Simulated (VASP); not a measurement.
Level of theory: TPSS meta-GGA, VASP's PBE PAW potentials (set 64) (plane waves; VASP).

VASP ran on this input.

**INCAR**
```
# general
SYSTEM =Ho
PREC   =Accurate
ENCUT  =520   # plane-wave cut-off (eV)
LREAL  =.False.   # projection in real space or not
LASPH  =.True.   # aspherical one-centre terms

# electronic loop
EDIFF  =1E-6
NELM   =100
ALGO   =Normal
LMAXMIX=6
LMIXTAU=.True.

# smearing
ISMEAR =1   # Methfessel-Paxton
SIGMA  =0.1   # width (eV)

# functional
METAGGA=TPSS

# ions
IBRION =2   # conjugate gradients
NSW    =60   # most ionic steps
ISIF   =3   # ions, shape and volume
EDIFFG =-0.01   # ionic stop

# output
LWAVE  =.False.
LCHARG =.False.
```

File POSCAR:
```
Ho
1
    1.7882175610    -3.0972837250    -0.0000000000
    1.7882175610     3.0972837250    -0.0000000000
   -0.0000000000    -0.0000000000     5.5100519825
Ho
2
Direct
  0.3333330000   0.6666670000   0.2500000000
  0.6666670000   0.3333330000   0.7500000000
```

File KPOINTS:
```
Automatic mesh
0
Gamma
11 11 6
0 0 0
```

POTCAR, in this order: Ho_3 (PBE.64 set). Program: vasp_std.

Output

File OSZICAR:
```
       N       E                     dE             d eps       ncg     rms          rms(c)
DAV:   1     0.126183190643E+03    0.12618E+03   -0.92933E+03  1704   0.155E+03
DAV:   2    -0.241050929332E+01   -0.12859E+03   -0.12586E+03  2106   0.677E+02
DAV:   3    -0.107269148635E+02   -0.83164E+01   -0.79385E+01  2694   0.130E+02
DAV:   4    -0.112757588330E+02   -0.54884E+00   -0.52534E+00  2963   0.215E+01
DAV:   5    -0.112997523694E+02   -0.23994E-01   -0.23813E-01  2803   0.433E+00    0.280E+01
DAV:   6    -0.156599634136E+02   -0.43602E+01   -0.30473E+01  1664   0.574E+02    0.159E+01
DAV:   7    -0.151926793863E+02    0.46728E+00   -0.11802E+00  3312   0.472E+01    0.175E+00
DAV:   8    -0.156834812031E+02   -0.49080E+00   -0.59375E-01  1677   0.107E+01    0.115E+00
DAV:   9    -0.148603918776E+02    0.82309E+00   -0.21810E+02  1664   0.431E+03    0.582E-01
DAV:  10    -0.156810743541E+02   -0.82068E+00   -0.56252E-01  2057   0.982E+00    0.316E-01
DAV:  11    -0.156916086725E+02   -0.10534E-01   -0.84459E-03  2583   0.107E+00    0.118E-01
DAV:  12    -0.156919954903E+02   -0.38682E-03   -0.82528E-04  2299   0.317E-01    0.106E-01
DAV:  13    -0.156923737192E+02   -0.37823E-03   -0.10924E-04  2647   0.128E-01    0.417E-02
DAV:  14    -0.156925744085E+02   -0.20069E-03   -0.96454E-05  2616   0.106E-01    0.292E-02
DAV:  15    -0.156926224749E+02   -0.48066E-04   -0.17298E-05  2646   0.499E-02    0.989E-03
DAV:  16    -0.156926395230E+02   -0.17048E-04   -0.21163E-06  2089   0.139E-02    0.833E-03
DAV:  17    -0.156926415526E+02   -0.20296E-05   -0.64761E-07  1222   0.100E-02    0.639E-03
DAV:  18    -0.156926414817E+02    0.70922E-07   -0.87265E-08  1162   0.979E-03
   1 F= -.15692641E+02 E0= -.15694166E+02  d E =-.156926E+02
```

### OUTCAR
```
------------------------ aborting loop because EDIFF is reached ----------------------------------------
  FORCE on cell =-STRESS in cart. coord.  units (eV):
  Direction    XX          YY          ZZ          XY          YZ          ZX
  --------------------------------------------------------------------------------------
  Total        0.0040894      0.0040894      0.0050772     -0.0000000     -0.0000000     -0.0000000
  in kB        0.1073446      0.1073446      0.1332757     -0.0000000     -0.0000000     -0.0000000
  external PRESSURE =       0.1159883 kB  Pullay stress =       0.0000000 kB
  volume of cell :       61.04
      direct lattice vectors                 reciprocal lattice vectors
     1.788217561 -3.097283725  0.000000000     0.279608036 -0.161431772  0.000000000
     1.788217561  3.097283725  0.000000000     0.279608036  0.161431772  0.000000000
     0.000000000  0.000000000  5.510051983     0.000000000  0.000000000  0.181486491
 POSITION                                       TOTAL-FORCE (eV/Angst)
 -----------------------------------------------------------------------------------
      1.78822      1.03243      1.37751         0.000000      0.000000      0.000000
      1.78822     -1.03243      4.13254        -0.000000     -0.000000      0.000000
 -----------------------------------------------------------------------------------
    total drift:                               -0.000003      0.000089     -0.000011
  FREE ENERGIE OF THE ION-ELECTRON SYSTEM (eV)
  ---------------------------------------------------
  free  energy   TOTEN  =       -15.6926414817 eV

  energy  without entropy=      -15.6972162065  energy(sigma->0) =      -15.69416639

 reached required accuracy - stopping structural energy minimisation
```
(Selected blocks of OUTCAR.)

The 4f electrons are frozen in the core of the lanthanide potential, so 4f levels, which can set the real gap, and their magnetism are missing.

The compound is Ho in the hcp structure. It was relaxed first. The start is the result of an earlier pass.
